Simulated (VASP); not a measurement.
## A vacancy on the Ca site in Ca

Aim: the formation energy and local structure of a vacancy on the Ca site in Ca.

Program: VASP 6.6.1. Level of theory: PBEsol; plane waves and PAW (Ca_pv). Results are calculated unless marked as measured.

### 1. The host crystal

The structure is cubic, space group Fm-3m (No. 225). The conventional cell has a = 5.580 Å, b = 5.580 Å, c = 5.580 Å, α = 90.00°, β = 90.00°, γ = 90.00°. Ca has 12 Ca at 3.95 Å nearest.

### 2. Relaxing the host crystal

The later steps need the crystal at this functional's own lattice; a raised cutoff keeps the stress reliable while the cell changes.

INCAR

```
SYSTEM = Ca
PREC = Accurate
ENCUT = 350
EDIFF = 1E-06
NELM = 120
ISMEAR = 1
SIGMA = 0.15
LREAL = .FALSE.
ALGO = Normal
GGA = PS
NBANDS = 10
LORBIT = 11
LWAVE = .FALSE.
LCHARG = .FALSE.
KPAR = 8
IBRION = 2
NSW = 40
ISIF = 3
EDIFFG = -0.02
POTIM = 0.4
```

POSCAR

```
Ca
1.0
    0.0000000000      2.7900000000      2.7900000000
    2.7900000000      0.0000000000      2.7900000000
    2.7900000000      2.7900000000      0.0000000000
Ca
1
Direct
    0.0000000000      0.0000000000      0.0000000000
```

KPOINTS

```
Automatic mesh
0
Gamma
10 10 10
0 0 0
```

Potentials, in the order of the species: Ca_pv (PBE family, release 64).

Started as:

```bash
$ mpirun -np 8 vasp_std
```

The log of the run:

```text
[banner, memory and clock lines left out]
running    8 mpi-ranks, on    1 nodes
 distrk:  each k-point on    1 cores,    8 groups
 distr:  one band on    1 cores,    1 groups

 POSCAR found type information on POSCAR Ca
 POSCAR found :  1 types and       1 ions
|                                                                             |
|           W    W    AA    RRRRR   N    N  II  N    N   GGGG   !!!           |
|           W    W   A  A   R    R  NN   N  II  NN   N  G    G  !!!           |
|           W    W  A    A  R    R  N N  N  II  N N  N  G       !!!           |
|           W WW W  AAAAAA  RRRRR   N  N N  II  N  N N  G  GGG   !            |
|           WW  WW  A    A  R   R   N   NN  II  N   NN  G    G                |
|           W    W  A    A  R    R  N    N  II  N    N   GGGG   !!!           |
|                                                                             |
|     For optimal performance we recommend to set                             |
|       NCORE = 2 up to number-of-cores-per-socket                            |
|     NCORE specifies how many cores store one orbital (NPAR=cpu/NCORE).      |
|     This setting can greatly improve the performance of VASP for DFT.       |
|     The default, NCORE=1 might be grossly inefficient on modern             |
|     multi-core architectures or massively parallel machines. Do your        |
|     Unfortunately you need to use the default for GW and RPA                |
|     calculations (for HF NCORE is supported but not extensively tested      |
|     yet).                                                                   |
|                                                                             |

|                                                                             |
|               ----> ADVICE to this user running VASP <----                  |
|                                                                             |
|     You enforced a specific xc type in the INCAR file but a different       |
|     [... a line on the potential file left out ...]
|     I HOPE YOU KNOW WHAT YOU ARE DOING!                                     |
|                                                                             |

 LDA part: xc-table for (Slater+PW92), standard interpolation
 POSCAR, INCAR and KPOINTS ok, starting setup
 FFT: planning ... GRIDC
 FFT: planning ... GRID_SOFT
 FFT: planning ... GRID
 WAVECAR not read
 entering main loop
       N       E                     dE             d eps       ncg     rms          rms(c)
DAV:   1     0.299950227801E+02    0.29995E+02   -0.29683E+03   970   0.760E+02
DAV:   2    -0.278522275340E+00   -0.30274E+02   -0.30010E+02   962   0.162E+02
DAV:   3    -0.205896583956E+01   -0.17804E+01   -0.17718E+01  1106   0.391E+01
DAV:   4    -0.210268320509E+01   -0.43717E-01   -0.43688E-01  1328   0.629E+00
DAV:   5    -0.210385517214E+01   -0.11720E-02   -0.11718E-02  1442   0.870E-01    0.673E-01
DAV:   6    -0.210991465836E+01   -0.60595E-02   -0.29520E-03  1238   0.900E-01    0.401E-01
DAV:   7    -0.211353982176E+01   -0.36252E-02   -0.41400E-03  1084   0.104E+00    0.355E-02
DAV:   8    -0.211349300047E+01    0.46821E-04   -0.21583E-04  1098   0.231E-01    0.695E-03
DAV:   9    -0.211349821730E+01   -0.52168E-05   -0.72066E-06  1434   0.219E-02    0.314E-03
DAV:  10    -0.211349992019E+01   -0.17029E-05   -0.73543E-07  1086   0.144E-02    0.894E-04
DAV:  11    -0.211350008812E+01   -0.16793E-06   -0.19391E-08   644   0.126E-03
   1 F= -.21135001E+01 E0= -.21134193E+01  d E =-.211350E+01
 curvature:   0.00 expect dE= 0.000E+00 dE for cont linesearch  0.000E+00
 trial: gam= 0.00000 g(F)=  0.000E+00 g(S)=  0.107E-01 ort = 0.000E+00 (trialstep = 0.100E+01)
 search vector abs. value=  0.107E-01
 bond charge predicted
       N       E                     dE             d eps       ncg     rms          rms(c)
DAV:   1    -0.216363878311E+01   -0.50139E-01   -0.13579E+00   994   0.212E+01    0.105E+00
DAV:   2    -0.213159984954E+01    0.32039E-01   -0.44268E-02  1034   0.364E+00    0.521E-01
DAV:   3    -0.212173515025E+01    0.98647E-02   -0.26907E-02  1180   0.283E+00    0.448E-02
DAV:   4    -0.212158712102E+01    0.14803E-03   -0.57247E-04  1094   0.374E-01    0.221E-02
DAV:   5    -0.212158898084E+01   -0.18598E-05   -0.37771E-05  1476   0.507E-02    0.101E-02
DAV:   6    -0.212158909853E+01   -0.11769E-06   -0.75429E-07   920   0.672E-03
   2 F= -.21215891E+01 E0= -.21213970E+01  d E =-.808901E-02
[...]
3 F= -.21239039E+01 E0= -.21236069E+01  d E =-.104038E-01
 curvature:  -0.89 expect dE=-0.127E-03 dE for cont linesearch -0.127E-03
 ZBRENT: extrapolating
 opt :   1.8939  next Energy=    -2.124037 (dE=-0.105E-01)
 bond charge predicted
       N       E                     dE             d eps       ncg     rms          rms(c)
DAV:   1    -0.212609170005E+01   -0.21877E-02   -0.67000E-02   988   0.485E+00    0.229E-01
DAV:   2    -0.212454187596E+01    0.15498E-02   -0.21800E-03  1018   0.810E-01    0.113E-01
DAV:   3    -0.212408011582E+01    0.46176E-03   -0.12439E-03  1136   0.605E-01    0.104E-02
DAV:   4    -0.212407567186E+01    0.44440E-05   -0.35057E-05  1086   0.928E-02    0.358E-03
DAV:   5    -0.212407548117E+01    0.19069E-06   -0.21841E-06  1414   0.205E-02
   4 F= -.21240755E+01 E0= -.21237408E+01  d E =-.105754E-01
 curvature:  -0.94 expect dE=-0.289E-05 dE for cont linesearch -0.289E-05
 trial: gam=-0.01673 g(F)=  0.117E-64 g(S)=  0.309E-05 ort = 0.182E-03 (trialstep = 0.118E+01)
 search vector abs. value=  0.996E-09
 reached required accuracy - stopping structural energy minimisation
```

Run time: 7.6 s. Hardware: 8 MPI ranks of AMD EPYC 7R43, shared host; peak memory 0.95 GiB; 50 s of CPU time.

The logs omit lines about the potential files and the build; timing stands in the text.

From OUTCAR (step 2):

```text
ion  position               nearest neighbor table
   1  0.000  0.000  0.000-

  LATTYP: Found a face centered cubic cell.
 ALAT       =     5.5800000000

 Subroutine GETGRP returns: Found 48 space group operations
 (whereof 48 operations were pure point group operations)

The static configuration has the point symmetry O_h .

 Found     47 irreducible k-points:

   k-points           NKPTS =     47   k-points in BZ     NKDIM =     47   number of bands    NBANDS=     10

   dimension x,y,z NGX =    24 NGY =   24 NGZ =   24
   dimension x,y,z NGXF=    48 NGYF=   48 NGZF=   48

   ENCUT  =  350.0 eV  25.72 Ry    5.07 a.u.   6.02  6.02  6.02*2*pi/ulx,y,z

   NELECT =       8.0000    total number of electrons

 k-points in reciprocal lattice and weights: Automatic mesh
   0.00000000  0.00000000  0.00000000       0.001
   0.10000000  0.00000000  0.00000000       0.008
   0.20000000  0.00000000  0.00000000       0.008
   0.30000000  0.00000000  0.00000000       0.008
   0.40000000  0.00000000  0.00000000       0.008
   0.50000000  0.00000000  0.00000000       0.004
   0.10000000  0.10000000  0.00000000       0.006
   0.20000000  0.10000000  0.00000000       0.024
   0.30000000  0.10000000  0.00000000       0.024
[...]
-0.30000000  0.40000000  0.20000000       0.024
  -0.30000000  0.50000000  0.20000000       0.012

 average (electrostatic) potential at core
       1 -49.3608

 E-fermi :   2.3223

 k-point     1 :       0.0000    0.0000    0.0000
  band No.  band energies     occupation
      1     -20.4213      2.00000
      2     -20.4213      2.00000
      3     -20.4213      2.00000
      4      -1.8090      2.00000
      5       4.6835     -0.00000
      6       4.6835     -0.00000
      7       4.6835     -0.00000
      8       5.8155      0.00000
      9       5.8155      0.00000
    ...

 k-point     2 :       0.1000    0.0000    0.0000
  band No.  band energies     occupation
      1     -20.4372      2.00000
      2     -20.4235      2.00000
      3     -20.4235      2.00000
      4      -1.6329      2.00000
      5       4.4937     -0.00000
      6       4.7491     -0.00000
      7       4.7491     -0.00000
      8       5.7595      0.00000
      9       5.7595      0.00000
    ...

 k-point     3 :       0.2000    0.0000    0.0000
  band No.  band energies     occupation
      1     -20.4784      2.00000
      2     -20.4291      2.00000
      3     -20.4291      2.00000
      4      -1.1228      2.00000
      5       4.0227     -0.00000
      6       4.8422     -0.00000
      7       4.8422     -0.00000
      8       5.7339      0.00000
      9       5.7339      0.00000
    ...

  Total       -0.0051694     -0.0051694     -0.0051694      0.0000000      0.0000000      0.0000000
  in kB       -0.2039693     -0.2039693     -0.2039693      0.0000000      0.0000000      0.0000000
  external PRESSURE =      -0.2039693 kB  Pullay stress =       0.0000000 kB

  energy-cutoff  :      350.00
  volume of cell :       40.61
      direct lattice vectors                 reciprocal lattice vectors
    -0.000000000  2.728047015  2.728047015    -0.183281299  0.183281299  0.183281299
     2.728047015 -0.000000000  2.728047015     0.183281299 -0.183281299  0.183281299
     2.728047015  2.728047015  0.000000000     0.183281299  0.183281299 -0.183281299

 POSITION                                       TOTAL-FORCE (eV/Angst)
 -----------------------------------------------------------------------------------
      0.00000      0.00000      0.00000         0.000000      0.000000      0.000000
 -----------------------------------------------------------------------------------
    total drift:                               -0.000000     -0.000000     -0.000000

  FREE ENERGIE OF THE ION-ELECTRON SYSTEM (eV)
  ---------------------------------------------------
  free  energy   TOTEN  =        -2.1240754812 eV

  energy  without entropy=       -2.1230712972  energy(sigma->0) =       -2.12374075

 reached required accuracy - stopping structural energy minimisation

 total charge
# of ion       s       p       d       tot
------------------------------------------
    1        0.324   6.117   0.264   6.705

[... 3 further parts left out ...]
```

The k-mesh is coarse for a metal. The PAW data sets were made with PBE, which is usual practice but a small mismatch for other functionals. The run keeps the 48 symmetry operations of its start, so it cannot find a distortion of lower symmetry.

The steps of the relaxation:

```csv
step,energy less that of the first step (eV),largest force (eV/Å),pressure (GPa),volume (Å³)
1,0.0000,0.0000,-1.12,43.44
2,-0.0081,0.0000,-0.55,41.93
3,-0.0104,0.0000,-0.14,40.92
4,-0.0106,0.0000,-0.02,40.61
```

```csv
"conventional cell, symmetrised",before,after,change
a (Å),5.580,5.456,-2.2 %
b (Å),5.580,5.456,-2.2 %
c (Å),5.580,5.456,-2.2 %
volume (Å³/atom),43.44,40.61,-6.5 %
```

Final coordinates:

```xyz
1
Lattice="0.0000 2.7280 2.7280 2.7280 0.0000 2.7280 2.7280 2.7280 0.0000" Properties=species:S:1:pos:R:3 pbc="T T T"
Ca    0.0000    0.0000    0.0000
```

Numbers from this step:

```
electronic cycles                               : 28
electrons                                       : 8
free energy (TOTEN)                             : -2.124 eV
energy at zero smearing                         : -2.124 eV
Fermi energy                                    : 2.322 eV
labelled metallic, from the levels on this mesh : yes
```

The run ended after 4 ionic steps, 0.011 eV below its first step, once forces and stress met EDIFFG = -0.02.

### 3. Relax the host again, on a new basis

The volume changed by more than 5 %, so the plane waves of the start no longer fit; a second relaxation removes that error.

Edit INCAR of step 2 so:

```diff
@@ -16,3 +16,3 @@
 IBRION = 2
-NSW = 40
+NSW = 30
 ISIF = 3
```

POSCAR

```
Ca
1.0
    0.0000000000      2.7280470150      2.7280470150
    2.7280470150      0.0000000000      2.7280470150
    2.7280470150      2.7280470150      0.0000000000
Ca
1
Direct
    0.0000000000      0.0000000000      0.0000000000
```

KPOINTS is that of step 2.

Started as:

```bash
$ mpirun -np 8 vasp_std
```

The log of the run:

```text
[banner, memory and clock lines left out]
running    8 mpi-ranks, on    1 nodes
 distrk:  each k-point on    1 cores,    8 groups
 distr:  one band on    1 cores,    1 groups

 POSCAR found type information on POSCAR Ca
 POSCAR found :  1 types and       1 ions
 [... a notice as in an earlier step ...]

 [... a notice as in an earlier step ...]

 LDA part: xc-table for (Slater+PW92), standard interpolation
 POSCAR, INCAR and KPOINTS ok, starting setup
 FFT: planning ... GRIDC
 FFT: planning ... GRID_SOFT
 FFT: planning ... GRID
 WAVECAR not read
 entering main loop
       N       E                     dE             d eps       ncg     rms          rms(c)
DAV:   1     0.324850494434E+02    0.32485E+02   -0.28569E+03   962   0.795E+02
DAV:   2    -0.941081529951E-01   -0.32579E+02   -0.32323E+02   948   0.172E+02
DAV:   3    -0.206991287313E+01   -0.19758E+01   -0.19693E+01  1072   0.419E+01
DAV:   4    -0.211416000112E+01   -0.44247E-01   -0.44225E-01  1404   0.639E+00
DAV:   5    -0.211515597345E+01   -0.99597E-03   -0.99568E-03  1372   0.667E-01    0.687E-01
DAV:   6    -0.212062734451E+01   -0.54714E-02   -0.36475E-03  1184   0.105E+00    0.406E-01
DAV:   7    -0.212403860291E+01   -0.34113E-02   -0.48666E-03  1108   0.119E+00    0.388E-02
DAV:   8    -0.212396773249E+01    0.70870E-04   -0.24859E-04  1188   0.254E-01    0.746E-03
DAV:   9    -0.212397271787E+01   -0.49854E-05   -0.64860E-06  1498   0.217E-02    0.335E-03
DAV:  10    -0.212397491593E+01   -0.21981E-05   -0.77192E-07  1134   0.145E-02    0.482E-04
DAV:  11    -0.212397490609E+01    0.98426E-08   -0.16640E-08   652   0.125E-03
   1 F= -.21239749E+01 E0= -.21236405E+01  d E =-.212397E+01
 curvature:   0.00 expect dE= 0.000E+00 dE for cont linesearch  0.000E+00
 trial: gam= 0.00000 g(F)=  0.938E-64 g(S)=  0.158E-05 ort = 0.000E+00 (trialstep = 0.100E+01)
 search vector abs. value=  0.158E-05
 reached required accuracy - stopping structural energy minimisation
```

The job ended after 3.6 s (8 MPI ranks; peak memory 0.88 GiB).

Parts of OUTCAR (step 3):

```text
  LATTYP: Found a face centered cubic cell.
 ALAT       =     5.4560940300

The static configuration has the point symmetry O_h .

 Found     47 irreducible k-points:

   ENCUT  =  350.0 eV  25.72 Ry    5.07 a.u.   5.89  5.89  5.89*2*pi/ulx,y,z

   NELECT =       8.0000    total number of electrons

 E-fermi :   2.3224

 k-point     1 :       0.0000    0.0000    0.0000
  band No.  band energies     occupation
      1     -20.4208      2.00000
      2     -20.4208      2.00000
      3     -20.4208      2.00000
      4      -1.8089      2.00000
      5       4.6838     -0.00000
      6       4.6838     -0.00000
      7       4.6838     -0.00000
      8       5.8158      0.00000
      9       5.8158      0.00000
    ...

 k-point     2 :       0.1000    0.0000    0.0000
  band No.  band energies     occupation
      1     -20.4367      2.00000
      2     -20.4229      2.00000
      3     -20.4229      2.00000
      4      -1.6328      2.00000
      5       4.4940     -0.00000
      6       4.7494     -0.00000
      7       4.7494     -0.00000
      8       5.7598      0.00000
      9       5.7598      0.00000
    ...

  Total       -0.0036895     -0.0036895     -0.0036895     -0.0000000      0.0000000     -0.0000000
  in kB       -0.1455779     -0.1455779     -0.1455779     -0.0000000      0.0000000     -0.0000000
  external PRESSURE =      -0.1455779 kB  Pullay stress =       0.0000000 kB

  energy-cutoff  :      350.00
  volume of cell :       40.61
      direct lattice vectors                 reciprocal lattice vectors
     0.000000000  2.728047015  2.728047015    -0.183281299  0.183281299  0.183281299
     2.728047015  0.000000000  2.728047015     0.183281299 -0.183281299  0.183281299
     2.728047015  2.728047015  0.000000000     0.183281299  0.183281299 -0.183281299

 POSITION                                       TOTAL-FORCE (eV/Angst)
 -----------------------------------------------------------------------------------
      0.00000      0.00000      0.00000         0.000000      0.000000     -0.000000
 -----------------------------------------------------------------------------------
    total drift:                               -0.000000      0.000000     -0.000000

  FREE ENERGIE OF THE ION-ELECTRON SYSTEM (eV)
  ---------------------------------------------------
  free  energy   TOTEN  =        -2.1239749061 eV

  energy  without entropy=       -2.1229716341  energy(sigma->0) =       -2.12364048

[... 7 parts as in an earlier step ...]

[... 5 further parts left out ...]
```

CONTCAR:

```
Ca
   1.00000000000000
     0.0000000000000000    2.7280470150000000    2.7280470150000000
     2.7280470150000000    0.0000000000000000    2.7280470150000000
     2.7280470150000000    2.7280470150000000    0.0000000000000000
  Ca
     1
Direct
     0.0000000000000000    0.0000000000000000    0.0000000000000000
```

Little changed from the start: no atom moved by 0.005 Å and no cell edge by 0.1 %.

This step gave:

```yaml
electronic_cycles: 11
```

The start already met the threshold, so nothing moved.

(Part 1 of 3 ends here.)

[Lines on the potential files, build, host, timing and source positions are cut from VASP's logs without a mark.]

[Logs are printed without paths, hosts, clocks, repeated set-up lines and the standing remarks that a program may print on its own settings, such as how far it seeks lower states.]

[Hosts, paths, dates, database ids (printed as entryN), source tags and the programs' standing remarks are cut or masked in the printed files.]

[In band tables of VASP the shares of atoms and orbitals are scaled to a sum of 1 inside the atoms' spheres.]

[Runs that stopped without an error message from VASP are left out.]
